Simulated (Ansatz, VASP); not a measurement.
**Cross-check of Si3N4 between VASP and Ansatz**

Aim: how closely do two programs agree when they are given the same cell, functional and k mesh? The cell is taken from a series of runs on this material, whose earlier steps may have relaxed, scaled, displaced or heated it; both programs get it as it stands.

Main program and level: Ansatz 0.2.0; plane waves, with VASP 6.6.1 beside it; zone-centre phonons at PBEsol.

**1. Starting point**

It takes space group P6_3/m (No. 176, hexagonal). The conventional cell has a = 7.604 Å, b = 7.604 Å, c = 2.906 Å, α = 90.00°, β = 90.00°, γ = 120.00°. Si has 4 N at 1.73 to 1.74 Å nearest. Nearest to N lie 3 Si at 1.74 Å. Nearest to N lie 3 Si at 1.73 Å. Farther neighbours and most contacts between anions are not listed.

As a file:

```
Si N
1.0
     7.60440    0.00000    0.00000
    -3.80220    6.58560    0.00000
     0.00000    0.00000    2.90630
Si N
6 8
Direct
  0.76713 0.17348 0.25000
  0.59364 0.76713 0.75000
  0.82652 0.59364 0.25000
  0.23287 0.82652 0.75000
  0.40636 0.23287 0.25000
  0.17348 0.40636 0.75000
  0.02927 0.32990 0.25000
  0.69937 0.02927 0.75000
  0.67010 0.69937 0.25000
  0.97073 0.67010 0.75000
  0.30063 0.97073 0.25000
  0.32990 0.30063 0.75000
  0.66667 0.33333 0.25000
  0.33333 0.66667 0.75000
```

**2. Ansatz: zone-centre phonons, PBEsol**

Ansatz runs on its PAW soft_1 files.

Second derivatives magnify differences that forces hide, and they need a tight electronic threshold.

Contents of input.yaml:

```yaml
crystal:
  lattice:
    - [7.6044, 0.0, 0.0]
    - [-3.8022, 6.5856035805, 0.0]
    - [0.0, 0.0, 2.9063]
  atoms:
    - { symbol: Si, position: [0.7671255837, 0.1734849758, 0.25] }
    - { symbol: Si, position: [0.5936406079, 0.7671255837, 0.75] }
    - { symbol: Si, position: [0.8265150242, 0.5936406079, 0.25] }
    - { symbol: Si, position: [0.2328744163, 0.8265150242, 0.75] }
    - { symbol: Si, position: [0.4063593921, 0.2328744163, 0.25] }
    - { symbol: Si, position: [0.1734849758, 0.4063593921, 0.75] }
    - { symbol: "N", position: [0.0292687537, 0.3298993456, 0.25] }
    - { symbol: "N", position: [0.6993694081, 0.0292687537, 0.75] }
    - { symbol: "N", position: [0.6701006544, 0.6993694081, 0.25] }
    - { symbol: "N", position: [0.9707312463, 0.6701006544, 0.75] }
    - { symbol: "N", position: [0.3006305919, 0.9707312463, 0.25] }
    - { symbol: "N", position: [0.3298993456, 0.3006305919, 0.75] }
    - { symbol: "N", position: [0.6666666667, 0.3333333333, 0.25] }
    - { symbol: "N", position: [0.3333333333, 0.6666666667, 0.75] }
kpoints:
  mp_grid: { grid: [3, 3, 8] }
hamiltonian:
  xc: pbesol
  pseudopotentials: { kind: paw, azcp: { folder: soft_1 }, xc_functional: pbe }
scf:
  occupations: { method: fixed }
output:
  eigenvalues: true
phonons:
  method: dfpt
```

Run with:

```sh
> ansatz run input.yaml --threads 4 --pin off --max-ram 8192MiB --backend cpu --events-out ev --progress --plain --runs-dir out
```

Numbers of over 12 decimals in the logs are rounded to 6 here.

Log:

```text
zone centre: on kpoints.mp_grid the ground state, and the responses unless they are solved on pairs of k-points, stand on 25 of the mesh's 72 k-points, reduced under 2 symmetry operations, with k and −k counted as one. Each operation leaves every solved displacement unchanged or reverses it
Engine: ansatz 0.2.0, x86_64-unknown-linux-gnu
Pseudopotentials: kind: paw
Pseudopotential: Si, paw, valence charge 4, recommended cutoff 420 eV (normal), soft_1/Si.paw.azcp
Pseudopotential: N, paw, valence charge 5, recommended cutoff 420 eV (normal), soft_1/N.paw.azcp
Functional definition: PBEsol
  exchange = pbesol_x
  correlation = pbesol_c
Crystal: 14 atoms, lattice volume = 145.546 Å³
Basis set: ecut = 420 eV, 2823 PW (Γ), exchange–correlation on 108×108×40 points (8 copies of the dense FFT grid, shifted against one another)
Bands: 46, of which v1, the nominal top of the filled ones, is band 32 counted from 1 (31 counted from 0)
Symmetry: 12 space group operations
k-points: 25 of 72 (irreducible under 2 space group operations, time reversal used)
Non-local potential: Si, projectors of the file, l = 0: 2, l = 1: 2, l = 2: 1
Non-local potential: N, projectors of the file, l = 0: 2, l = 1: 2, l = 2: 1
PAW form: soft (Blöchl's): semilocal exchange-correlation on the pseudo side does not see the compensation charge
PAW frozen core: Si, regenerated for the run's functional, and the local potential with it (the file was generated under x = pbe(κ = 0.804, μ = 0.219515), c = pbe(β = 0.066725))
PAW frozen core: N, regenerated for the run's functional, and the local potential with it (the file was generated under x = pbe(κ = 0.804, μ = 0.219515), c = pbe(β = 0.066725))
PAW one-centre angular grid: Si, 110 points (default); XC on 64 Gauss nodes
PAW one-centre angular grid: N, 110 points (default); XC on 64 Gauss nodes
Initial density: superposition of atomic densities (chi_scale 0.1, normalization cell, long waves kept (reshape's long-wave potential 0.02 eV rms))
Initial wavefunctions: pseudopotential atomic-orbital guess
Functional: x = pbesol(κ = 0.804, μ = 0.123457), c = pbesol(β = 0.046)
SCF iter   1: F=—  HF=-6784.512053 eV  |F-HF|=—  |Δ(HF+E_count)|=         —  Δρ=1.49e-1  dr2=3.37e1  ethr=3.10e-3  ⟨swp⟩=5.0  Hψ=4505  notcnv=0  defer=269
preconditioner: auto → Resta (q_TF=auto, 2.379 Å⁻¹)  ε∞=3.5  [insulator: Δε(μ)=5.934 eV  Ē_g=15.440 eV  n_scr=32 (ndim 8)  ℏωp=24.6 eV  f_vac=0.010  ε∞_Penn≈3.5]
SCF iter   2: F=—  HF=-6774.244972 eV  |F-HF|=—  |Δ(HF+E_count)|=    1.03e1  Δρ=4.86e-2  dr2=1.96e0  ethr=3.10e-3  ⟨swp⟩=3.8  Hψ=3106  notcnv=0  defer=254
SCF iter   3: F=—  HF=-6773.877572 eV  |F-HF|=—  |Δ(HF+E_count)|=   3.67e-1  Δρ=2.38e-2  dr2=4.55e-1  ethr=3.06e-3  ⟨swp⟩=1.0  Hψ=990  notcnv=0  defer=236
SCF iter   4: F=—  HF=-6773.807401 eV  |F-HF|=—  |Δ(HF+E_count)|=   7.02e-2  Δρ=2.05e-3  dr2=7.60e-3  ethr=7.11e-4  ⟨swp⟩=2.1  Hψ=1074  notcnv=0  defer=295
SCF iter   5: F=—  HF=-6773.812708 eV  |F-HF|=—  |Δ(HF+E_count)|=   5.31e-3  Δρ=1.45e-3  dr2=3.18e-3  ethr=1.19e-5  ⟨swp⟩=2.7  Hψ=1825  notcnv=0  defer=297
SCF iter   6: F=—  HF=-6773.812698 eV  |F-HF|=—  |Δ(HF+E_count)|=   1.02e-5  Δρ=4.12e-4  dr2=2.86e-4  ethr=4.98e-6  ⟨swp⟩=2.0  Hψ=1773  notcnv=0  defer=295
SCF iter   7: F=—  HF=-6773.812851 eV  |F-HF|=—  |Δ(HF+E_count)|=   1.52e-4  Δρ=8.78e-5  dr2=2.03e-5  ethr=4.47e-7  ⟨swp⟩=2.0  Hψ=1691  notcnv=0  defer=283
SCF iter   8: F=—  HF=-6773.812893 eV  |F-HF|=—  |Δ(HF+E_count)|=   4.21e-5  Δρ=2.33e-5  dr2=9.49e-7  ethr=3.17e-8  ⟨swp⟩=2.0  Hψ=1732  notcnv=0  defer=251
SCF iter   9: F=—  HF=-6773.812894 eV  |F-HF|=—  |Δ(HF+E_count)|=   1.26e-6  Δρ=2.76e-6  dr2=1.20e-8  ethr=1.48e-9  ⟨swp⟩=2.0  Hψ=1872  notcnv=0  defer=213
SCF iter  10: F=—  HF=-6773.812894 eV  |F-HF|=—  |Δ(HF+E_count)|=   2.56e-8  Δρ=4.72e-7  dr2=2.37e-10  ethr=1.87e-11  ⟨swp⟩=2.0  Hψ=1753  notcnv=0  defer=214
SCF iter  11: F=-6773.812894 eV  HF=-6773.812894 eV  |F-HF|=3.64e-12  |Δ(HF+E_count)|=  1.02e-10  Δρ=6.67e-8  dr2=5.73e-12  ethr=1.00e-12  ⟨swp⟩=20.2  Hψ=9256  notcnv=0
SCF 1 converged in 11 iterations: F = -6773.812894 eV  dr2 = 5.73e-12
  greatest PAW one-centre occupation: 0.791 electrons in one spin orbital (limit 2), on the N atom at site 13 (counted from 0), in its partial waves of l = 0
DFPT response loops at Γ: preconditioner auto → Resta (q_TF=auto, 2.379 Å⁻¹)  ε∞=3.8 (no band partly filled); β = 1.00, the filter's whole step (`scf.mixing.beta` (0.50) is not read by the response loops at its default; to damp them type it under 1.00, their step now; it binds the ground state too); Broyden in place of MSR1
SCF converged after 11 iterations
Free energy (F): -6773.812894 eV
Harris-Foulkes:  -6773.812894 eV  (|F-HF|=3.64e-12)
Internal energy: -6773.812894 eV  (E = F + TS)
E sigma→0 (E₀):  -6773.812894 eV
Fermi energy:    8.185334 eV
--- Per-component energies (eV) ---
  E_band       = 57.405079
  E_kinetic    = 1330.305317
  E_local      = -2022.318742  (includes V_loc(G=0)·N_el)
  E_nonlocal   = 408.399637
  E_hartree    = 711.697518
  E_xc         = -820.092419
  E_vxc        = -904.493009  (∫ρ·V_xc dr)
  E_paw        = -3977.534840  (= ΣΔE_a)
  E_vpaw       = -177.890348  (= ΣTr[D̂ρ^β])
  E_aug_tail   = 0.007214  (compensation charges beyond the density's cutoff)
  E_ewald      = -2404.690735
  E_core_change = 0.414155  (= ΣΔE_core)
  E_smearing   = -0.000000  (= −TS)
  E_closure    = -0.000000  (closes the sum)
  Σ components = -6773.812894   (vs F -6773.812894, Δ=0.00e0)
--- Band table (eV; the first three rows and the last of 25) ---
  k-point 0: bands = [... 28 lower, 6.8894, 7.7139, 7.8141, 7.9901, 12.3939, 12.8225, 13.0009, 13.0009, ... 10 higher]
  k-point 1: bands = [... 28 lower, 6.9235, 7.1007, 7.2644, 8.1853, 13.4341, 13.5343, 13.8568, 13.8568, ... 10 higher]
  k-point 2: bands = [... 28 lower, 6.5747, 6.8600, 6.8600, 8.1254, 13.7792, 13.7792, 14.6201, 14.8227, ... 10 higher]
  k-point 24: bands = [... 28 lower, 6.6445, 6.6445, 7.0710, 7.0710, 12.8411, 12.8411, 13.4828, 13.4828, ... 10 higher]
--- Phonons (Γ-DFPT): 8 representative perturbations + reference, on 25 of 72 k-points (Σ response iterations 29) ---
  k mesh reduced under 2 symmetry operations, with k and −k counted as one. Each operation leaves every solved displacement unchanged or reverses it
  ASR residual: 3.885e-5 → 0.000e0 eV/Å²; symmetrization residual: 1.492e-5 eV/Å²
  ASR residual per site (eV/Å²): 3.81e-5 3.89e-5 2.82e-5 3.81e-5 3.89e-5 2.82e-5 1.94e-5 2.36e-5 2.53e-5 1.94e-5 2.36e-5 2.53e-5 9.40e-6 9.40e-6
  Γ frequencies (cm⁻¹): 0.00 0.00 0.00 172.44 172.44 195.01 216.47 216.47 231.36 257.74 292.58 292.58 346.37 385.54 406.55 406.55 429.15 429.15 444.50 541.65 550.45 550.45 604.97 604.97 643.75 711.99 849.19 859.25 859.25 863.44 863.44 877.73 888.30 888.30 920.43 920.43 930.02 1018.86 1018.86 1029.07 1029.07 1048.43
  non-analytic LO–TO correction: not included (Born effective charges unavailable; polar crystals: no LO–TO splitting at Γ)
```

[end of part 1 of 3]

[Lines on the potential files, build, host, timing and source positions are cut from VASP's logs without a mark.]

[Logs are printed without paths, hosts, clocks, repeated set-up lines and the standing remarks that a program may print on its own settings, such as how far it seeks lower states.]

[Hosts, paths, dates, database ids (printed as entryN), source tags and the programs' standing remarks are cut or masked in the printed files.]
